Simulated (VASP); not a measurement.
# KSb5 (P6/mmm) in VASP: notebook, part 2 of 2

VASP 6.6.1. Earlier steps stand in the parts before.

## 3. Single point, PBE (random cell by space group and Wyckoff sites (P6/mmm, No. 191))

File INCAR:

```
PREC = Accurate
ENCUT = 520
EDIFF = 1E-7
ISMEAR = 0
SIGMA = 0.1
LREAL = F
LASPH = T
NELM = 100
ALGO = Fast
ISIF = 2
LWAVE = F
LCHARG = F
GGA = PE
NBANDS = 26
```

File KPOINTS:

```
regular mesh
0
Gamma
  6 6 2
```

File POSCAR:

```
KSb5
1.0
    6.4754021204      0.0000000000      0.0000000000
   -3.2377010602      5.6078627360      0.0000000000
    0.0000000000      0.0000000000      9.7077611762
K Sb
1 5
Direct
    0.0000000000      0.0000000000      0.0000000000
    0.5000000000      0.0000000000      0.0000000000
    0.0000000000      0.5000000000      0.0000000000
    0.5000000000      0.5000000000      0.0000000000
    0.0000000000      0.0000000000      0.6289349592
    0.0000000000      0.0000000000      0.3710650408
```

Potentials or basis: VASP PAW PBE potentials, release 64 (K_sv, Sb).

Started as:

```bash
$ cat potpaw_PBE.64/K_sv/POTCAR potpaw_PBE.64/Sb/POTCAR > POTCAR
$ mpirun -np 1 vasp_std > vasp.out
```

OUTCAR:

```text
PREC = Accurate
   ENCUT = 520
   EDIFF = 1E-7
   ISMEAR = 0
   LREAL = F
   LASPH = T
   NELM = 100
   ISIF = 2
   GGA = PE

 ion  position               nearest neighbor table
   1  0.000  0.000  0.000-   2 3.24   2 3.24   4 3.24   3 3.24   3 3.24   4 3.24   6 3.60   5 3.60

   2  0.500  0.000  0.000-   1 3.24   1 3.24   4 3.24   4 3.24   3 3.24   3 3.24
   3  0.000  0.500  0.000-   4 3.24   4 3.24   1 3.24   1 3.24   2 3.24   2 3.24
   4  0.500  0.500  0.000-   3 3.24   3 3.24   1 3.24   2 3.24   2 3.24   1 3.24
   5  0.000  0.000  0.629-   6 2.50   1 3.60
   6  0.000  0.000  0.371-   5 2.50   1 3.60

  LATTYP: Found a hexagonal cell.
 ALAT       =     6.4754021204
 C/A-ratio  =     1.4991750312

  Lattice vectors:

 A1 = (   6.4754021204,   0.0000000000,   0.0000000000)
 A2 = (  -3.2377010602,   5.6078627360,   0.0000000000)
 A3 = (   0.0000000000,   0.0000000000,   9.7077611762)

Analysis of symmetry for initial positions (statically):
=====================================================================
 Subroutine PRICEL returns:
 Original cell was already a primitive cell.

[... 171 lines left out ...]
 cond. band min:       0.7010879639   @ k =   0.3333   0.1667   0.0000
 fundamental gap:      0.0395206169
 Fermi energy:         0.6878702946

 k-point     1 :       0.0000    0.0000    0.0000
  band No.  band energies     occupation
      1     -29.2521      2.00000
      2     -12.9083      2.00000
      3     -12.9083      2.00000
      4     -12.8232      2.00000
      5      -9.5929      2.00000
      6      -9.3732      2.00000
[... 395 lines left out ...]
     25       5.7308      0.00000
     26       5.7308      0.00000

------------------------ aborting loop because EDIFF is reached ----------------------------------------

  FORCE on cell =-STRESS in cart. coord.  units (eV):
  Direction    XX          YY          ZZ          XY          YZ          ZX
  --------------------------------------------------------------------------------------
  -------------------------------------------------------------------------------------
  Total       -0.1088504     -0.1088504      0.2188406      0.0000000      0.0000000     -0.0000000
  in kB       -0.4947177     -0.4947177      0.9946154      0.0000000      0.0000000     -0.0000000
  external PRESSURE =       0.0017267 kB  Pullay stress =       0.0000000 kB

 VOLUME and BASIS-vectors are now :
 -----------------------------------------------------------------------------
  energy-cutoff  :      520.00
  volume of cell :      352.52
      direct lattice vectors                 reciprocal lattice vectors
     6.475402120  0.000000000  0.000000000     0.154430564  0.089160528  0.000000000
    -3.237701060  5.607862736  0.000000000     0.000000000  0.178321055  0.000000000
     0.000000000  0.000000000  9.707761176     0.000000000  0.000000000  0.103010363

 POSITION                                       TOTAL-FORCE (eV/Angst)
 -----------------------------------------------------------------------------------
      0.00000      0.00000      0.00000         0.000000      0.000000      0.000000
      3.23770      0.00000      0.00000         0.000000      0.000000      0.000000
     -1.61885      2.80393      0.00000         0.000000      0.000000      0.000000
      1.61885      2.80393      0.00000         0.000000      0.000000      0.000000
      0.00000      0.00000      6.10555        -0.000000      0.000000      0.061311
      0.00000      0.00000      3.60221         0.000000     -0.000000     -0.061311
 -----------------------------------------------------------------------------------
    total drift:                                0.000000      0.000000      0.000000

  FREE ENERGIE OF THE ION-ELECTRON SYSTEM (eV)
  ---------------------------------------------------
  free  energy   TOTEN  =       -18.1806591904 eV

  energy  without entropy=      -18.1537182819  energy(sigma->0) =      -18.16718874
```

Run time: 1.9 min. Hardware: 1 thread of Intel Xeon 6975P-C (Granite Rapids), shared host; peak memory 0.46 GiB.

Results:

```
Free energy            : -18.1807 eV
Pressure               : 0.0 GPa
Largest force          : 0.061 eV/Å
Band gap on the k mesh : none (metal or under the smearing width)
```

Forces on the atoms (eV/Å):
```
K    0.000  0.000  0.000
Sb   0.000  0.000  0.000
Sb   0.000  0.000  0.000
Sb   0.000  0.000  0.000
Sb   0.000  0.000  0.061
Sb   0.000  0.000 -0.061
```

Levels at points of the mesh, in eV from the Fermi level:
```
           k point  band 13  band 14  band 15  band 16  band 17  band 18  band 19  band 20  band 21  band 22
(0.00, 0.00, 0.00)    -2.04    -1.92    -1.16    -1.16     0.65     0.65     0.89     0.89     3.23     3.32
(0.50, 0.00, 0.00)    -1.46    -1.30    -0.60    -0.42    -0.11     0.08     0.14     0.16     1.11     1.36
(0.00, 0.00, 0.50)    -2.07    -1.25    -1.25    -1.24     0.64     0.64     1.08     1.08     2.71     3.32
(0.50, 0.00, 0.50)    -1.34    -0.92    -0.43    -0.42    -0.18    -0.03     0.15     0.55     0.72     1.08
```

The run has no spin-orbit coupling, so splittings on Sb are missing.

## 4. Relaxation of cell and atoms, PBE (random cell by space group and Wyckoff sites (P6/mmm, No. 191))

File INCAR:

```
  PREC = Accurate
  ENCUT = 600
  EDIFF = 1E-6
  ISMEAR = 0
  SIGMA = 0.1
  LREAL = F
  LASPH = T
  NELM = 100
  ALGO = Normal
  ISIF = 3
  LWAVE = F
  LCHARG = F
  GGA = PE
  IBRION = 2
  NSW = 90
  EDIFFG = -0.04
```

KPOINTS is that of step 3.

File POSCAR:

```
KSb5
1.0
    5.1831044200      0.0000000000      0.0000000000
   -2.5915522100      4.4887001000      0.0000000000
    0.0000000000      0.0000000000      8.4608026900
K Sb
1 5
Direct
    0.0000000000      0.0000000000      0.0000000000
    0.5000000000      0.0000000000      0.0000000000
    0.0000000000      0.5000000000      0.0000000000
    0.5000000000      0.5000000000      0.0000000000
    0.0000000000      0.0000000000      0.6925886300
    0.0000000000      0.0000000000      0.3074113700
```

Started as:

```bash
$ cat potpaw_PBE.64/K_sv/POTCAR potpaw_PBE.64/Sb/POTCAR > POTCAR
$ mpirun -np 1 vasp_std > vasp.out
```

Run time: 12 min. Hardware: 1 thread of Intel Xeon 6975P-C (Granite Rapids), shared host; peak memory 0.39 GiB.

The run converged. Its results:

```yaml
Free_energy: -18.1760 eV
Relaxed_volume: 58.63 Å³/atom
Relaxed_cell: a = 6.469 Å, b = 6.469 Å, c = 9.705 Å, α = 90.00°, β = 90.00°, γ = 120.00°
Space_group_after_relaxing_to_0.05_Å: P6/mmm (No. 191)
Energy_gained_by_relaxing: 1799.5 meV/atom
Ionic_steps: 21
Pressure_after_relaxing: 0.0 GPa
Largest_force_after_relaxing: 0.024 eV/Å
Band_gap_on_the_k_mesh: none (metal or under the smearing width)
```

Forces on the atoms (eV/Å):
```
K    0.000  0.000  0.000
Sb   0.000  0.000  0.000
Sb   0.000  0.000  0.000
Sb   0.000  0.000  0.000
Sb   0.000  0.000 -0.024
Sb   0.000  0.000  0.024
```

The path:
| step | energy change (eV) | largest force (eV/Å) | pressure (GPa) | volume (Å³) |
| --- | --- | --- | --- | --- |
| 1 | 0.0000 | 4.1461 | 27.95 | 196.84 |
| 2 | -8.4241 | 3.4963 | -2.69 | 399.91 |
| 3 | -9.0221 | 3.2756 | -0.12 | 311.17 |
| 4 | -9.0700 | 3.3012 | -1.11 | 329.88 |
| 5 | -9.0708 | 3.2913 | -0.84 | 324.05 |
| 6 | -10.0826 | 2.9125 | -0.48 | 319.22 |
| 7 | 1.4860 | 50.8307 | 16.28 | 304.89 |
| 8 | -10.1260 | 2.8226 | -0.41 | 318.48 |
| 9 | -9.9002 | 5.9054 | 3.04 | 311.66 |
| 10 | -10.4170 | 1.7162 | 0.09 | 316.42 |
| 11 | -10.4832 | 0.6734 | 1.09 | 314.20 |
| 12 | -10.5028 | 0.3951 | 0.65 | 315.03 |
| 13 | -10.5037 | 0.1829 | 0.74 | 314.85 |
| 14 | -10.7105 | 0.0987 | 0.53 | 325.39 |
| 15 | -10.7644 | 0.2387 | 0.53 | 332.37 |
| 16 | -10.7533 | 0.6040 | 0.78 | 345.78 |
| 17 | -10.7717 | 0.4843 | 0.66 | 340.00 |
| 18 | -10.7488 | 1.1182 | -0.52 | 358.09 |
| 19 | -10.7901 | 0.2289 | 0.15 | 346.97 |
| 20 | -10.7954 | 0.0772 | -0.07 | 354.04 |
| 21 | -10.7968 | 0.0239 | 0.00 | 351.77 |

Final structure:
```cif
data_structure
_symmetry_space_group_name_H-M 'P 1'
_symmetry_Int_Tables_number 1
_cell_length_a 6.4693
_cell_length_b 6.4693
_cell_length_c 9.7053
_cell_angle_alpha 90.000
_cell_angle_beta 90.000
_cell_angle_gamma 120.000
_cell_volume 351.77
loop_
_atom_site_label
_atom_site_type_symbol
_atom_site_fract_x
_atom_site_fract_y
_atom_site_fract_z
_atom_site_occupancy
K1 K 0.00000 0.00000 0.00000 1
Sb1 Sb 0.50000 0.00000 0.00000 1
Sb2 Sb 0.00000 0.50000 0.00000 1
Sb3 Sb 0.50000 0.50000 0.00000 1
Sb4 Sb 0.00000 0.00000 0.62923 1
Sb5 Sb 0.00000 0.00000 0.37077 1
```

Levels at points of the mesh, in eV from the Fermi level:
| k point | band 14 | band 15 | band 16 | band 17 | band 18 | band 19 | band 20 | band 21 |
| --- | --- | --- | --- | --- | --- | --- | --- | --- |
| (0.00, 0.00, 0.00) | -1.93 | -1.15 | -1.15 | 0.65 | 0.65 | 0.89 | 0.89 | 3.23 |
| (0.50, 0.00, 0.00) | -1.29 | -0.61 | -0.43 | -0.11 | 0.09 | 0.13 | 0.16 | 1.10 |
| (0.00, 0.00, 0.50) | -1.24 | -1.24 | -1.24 | 0.64 | 0.64 | 1.07 | 1.07 | 2.70 |
| (0.50, 0.00, 0.50) | -0.91 | -0.43 | -0.43 | -0.18 | -0.03 | 0.15 | 0.55 | 0.71 |

Caveat: the k mesh is coarse (spacing up to 0.37 Å⁻¹), so the values aren't converged; the volume moved by over 15 % at a fixed basis, so the end points are rough. The run has no spin-orbit coupling, so splittings on Sb are missing.

## 5. Summary

```csv
task,cell,cutoff (eV),mesh quality,gap on the mesh (eV),pressure (GPa),largest force (eV/Å)
single point,"random cell by space group and Wyckoff sites (P6/mmm, No. 191)",520,coarse,none,27.9,4.15
single point,"random cell by space group and Wyckoff sites (P6/mmm, No. 191)",520,not flagged,none,0.0,0.06
relaxation of cell and atoms,"relaxed from: random cell by space group and Wyckoff sites (P6/mmm, No. 191)",600,coarse,none,0.0,0.02
```

Alike in all rows: level PBE; potentials or basis VASP PAW PBE potentials, release 64 (K_sv, Sb); no spin polarisation; k mesh 6 × 6 × 2; smearing gaussian 0.1 eV.

Caveats: some runs use coarse meshes; so large a pressure means that the cell lies far from this level's equilibrium, or that cutoff or potentials fall short (some runs); forces of over 1 eV/Å show positions far from the minimum, so gaps and moduli don't describe the material at rest (some runs); the volume moved by over 15 % at a fixed basis, so the end points are rough (some runs).

Absolute energies hang on the potentials; compare differences alone.
